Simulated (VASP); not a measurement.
Input:

```
Pd2TbGe2
1.0
   -2.09535     2.09535     5.05395
    2.09535    -2.09535     5.05395
    2.09535     2.09535    -5.05395
Tb Ge Pd
1 2 2
Direct
  0.00000   0.04772   0.04772
  0.61893   0.61893   0.00000
  0.38107   0.38107   0.00000
  0.75000   0.25000   0.50000
  0.25000   0.75000   0.50000
```

Level of theory: PBEsol GGA, VASP's PBE PAW potentials (set 64) (plane waves; VASP). Numerical set-up: 480 eV cut-off, 10×10×10 Γ-centred mesh, first-order Methfessel-Paxton smearing of 0.10 eV, potentials Tb_3 Ge_d Pd.

The 4f electrons are frozen in the core of the lanthanide potential, so 4f levels, which can set the real gap, and their magnetism are missing.

**Question.** Which forces act on the atoms, in eV/Å?

**Answer.** 
```tsv
atom	Fx	Fy	Fz
Tb1	-0.856	0.000	0.000
Ge2	0.349	0.000	0.087
Ge3	0.349	0.000	-0.087
Pd4	0.079	0.000	-0.027
Pd5	0.079	0.000	0.027
```

**Question.** Give the stress tensor in GPa (positive for a compressed cell).

**Answer.** 
```
0.98  0.00  0.00
0.00  1.31  0.00
0.00  0.00  1.07
```
The pressure is its mean diagonal, 1.12 GPa.

The structure comes from a computed database's Pd2TbGe2 entry (I4/mmm); how it stands against other phases isn't given here. This cell was strained or had an atom moved on purpose. The electron count is odd and the run is not spin-polarised, which forces a metal.
